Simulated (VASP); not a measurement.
All values below come from PBE GGA with D4 dispersion, VASP's PBE PAW potentials (set 64) (plane waves; VASP 6.6.1).

A VASP calculation is set up with these files.

### KPOINTS
```
kpoints
0
gamma
  13 13 13
```

File POSCAR:
```
Pb
1.0
  0.0000000000   2.4244756191   2.4244756191
  2.4244756191   0.0000000000   2.4244756191
  2.4244756191   2.4244756191   0.0000000000
Pb
1
Direct
  0.0000000000   0.0000000000   0.0000000000
```

### INCAR
```
# general
SYSTEM   =  Pb
PREC     =  Accurate
ENCUT    =  520   # plane-wave cut-off (eV)
LREAL    =  .FALSE.   # projection in real space or not
LASPH    =  .TRUE.   # aspherical one-centre terms

# electronic loop
EDIFF    =  1E-7   # SCF stop (eV)
NELM     =  100   # most electronic steps
ALGO     =  Normal   # blocked Davidson
LMAXMIX  =  4   # l cut-off of mixed one-centre charges

# smearing
ISMEAR   =  1   # Methfessel-Paxton
SIGMA    =  0.1

# functional
GGA      =  PE
IVDW     =  13

# ions
ISIF     =  2   # forces and stress, cell fixed

# output
LWAVE    =  .FALSE.
LCHARG   =  .FALSE.
```

POTCAR, in this order: Pb_d (PBE.64 set). Program: vasp_std.

What VASP printed:

OUTCAR:
```
 ion  position               nearest neighbor table
   1  0.000  0.000  0.000-
  LATTYP: Found a face centered cubic cell.
 ALAT       =     4.8489512382
 Subroutine PRICEL returns:
 Original cell was already a primitive cell.
 Subroutine GETGRP returns: Found 48 space group operations
The static configuration has the point symmetry O_h .
The dynamic configuration has the point symmetry O_h .
 Subroutine INISYM returns: Found 48 space group operations
 Subroutine IBZKPT returns following result:
 Found     84 irreducible k-points:

 Following reciprocal coordinates:
            Coordinates               Weight
  0.000000  0.000000  0.000000      1.000000
  0.076923  0.000000  0.000000      8.000000
  0.153846  0.000000  0.000000      8.000000
  0.230769  0.000000  0.000000      8.000000
  0.307692  0.000000  0.000000      8.000000
  0.384615  0.000000  0.000000      8.000000
  0.461538  0.000000  0.000000      8.000000
  0.076923  0.076923  0.000000      6.000000
  0.153846  0.076923  0.000000     24.000000
  0.230769  0.076923  0.000000     24.000000
  0.307692  0.076923  0.000000     24.000000
  0.384615  0.076923  0.000000     24.000000
  0.461538  0.076923  0.000000     24.000000
 -0.461538  0.076923  0.000000     24.000000
 -0.384615  0.076923  0.000000     24.000000
 -0.307692  0.076923  0.000000     24.000000
 -0.230769  0.076923  0.000000     24.000000
 -0.153846  0.076923  0.000000     24.000000
 -0.076923  0.076923  0.000000     12.000000
  0.153846  0.153846  0.000000      6.000000
  0.230769  0.153846  0.000000     24.000000
  0.307692  0.153846  0.000000     24.000000
  0.384615  0.153846  0.000000     24.000000
  0.461538  0.153846  0.000000     24.000000
 -0.461538  0.153846  0.000000     24.000000
...
```

File OSZICAR:
```
       N       E                     dE             d eps       ncg     rms          rms(c)
DAV:   1     0.103955110102E+03    0.10396E+03   -0.74732E+03  1871   0.154E+03
DAV:   2     0.119645376996E+01   -0.10276E+03   -0.10054E+03  1893   0.331E+02
DAV:   3    -0.340759427712E+01   -0.46040E+01   -0.45255E+01  2194   0.814E+01
DAV:   4    -0.351249300585E+01   -0.10490E+00   -0.10486E+00  2189   0.134E+01
DAV:   5    -0.351703256086E+01   -0.45396E-02   -0.45394E-02  2345   0.256E+00    0.595E-01
DAV:   6    -0.350602737152E+01    0.11005E-01   -0.16168E-02  2250   0.253E+00    0.292E-01
DAV:   7    -0.350308638076E+01    0.29410E-02   -0.71135E-03  2220   0.159E+00    0.887E-02
DAV:   8    -0.350295280713E+01    0.13357E-03   -0.40999E-04  2279   0.388E-01    0.102E-02
DAV:   9    -0.350294776383E+01    0.50433E-05   -0.10602E-05  2500   0.625E-02    0.542E-03
DAV:  10    -0.350294556701E+01    0.21968E-05   -0.10696E-06  2176   0.155E-02    0.324E-04
DAV:  11    -0.350294557461E+01   -0.75950E-08   -0.27212E-08  1215   0.323E-03
   1 F= -.39600343E+01 E0= -.39600205E+01  d E =-.413030E-04
```

OUTCAR:
```
------------------------ aborting loop because EDIFF is reached ----------------------------------------
  Edisp (eV):   -0.45709
  FORCE on cell =-STRESS in cart. coord.  units (eV):
  Direction    XX          YY          ZZ          XY          YZ          ZX
  --------------------------------------------------------------------------------------
  Total       0.61167     0.61167     0.61167    -0.00000    -0.00000     0.00000
  in kB      34.38295    34.38295    34.38295    -0.00000    -0.00000     0.00000
  external pressure =       34.38 kB  Pullay stress =        0.00 kB
  volume of cell :       28.50
      direct lattice vectors                 reciprocal lattice vectors
     0.000000000  2.424475619  2.424475619    -0.206230162  0.206230162  0.206230162
     2.424475619  0.000000000  2.424475619     0.206230162 -0.206230162  0.206230162
     2.424475619  2.424475619  0.000000000     0.206230162  0.206230162 -0.206230162
 POSITION                                       TOTAL-FORCE (eV/Angst)
 -----------------------------------------------------------------------------------
      0.00000      0.00000      0.00000         0.000000     -0.000000      0.000000
 -----------------------------------------------------------------------------------
    total drift:                               -0.000000     -0.000000     -0.000000
  FREE ENERGIE OF THE ION-ELECTRON SYSTEM (eV)
  ---------------------------------------------------
  free  energy   TOTEN  =        -3.9600342538 eV

  energy  without entropy=       -3.9599929508  energy(sigma->0) =       -3.96002049
```
(Selected blocks of OUTCAR.)

The compound is Pb in the fcc structure. This cell is one point of a volume scan, at 0.94 of the reference volume.
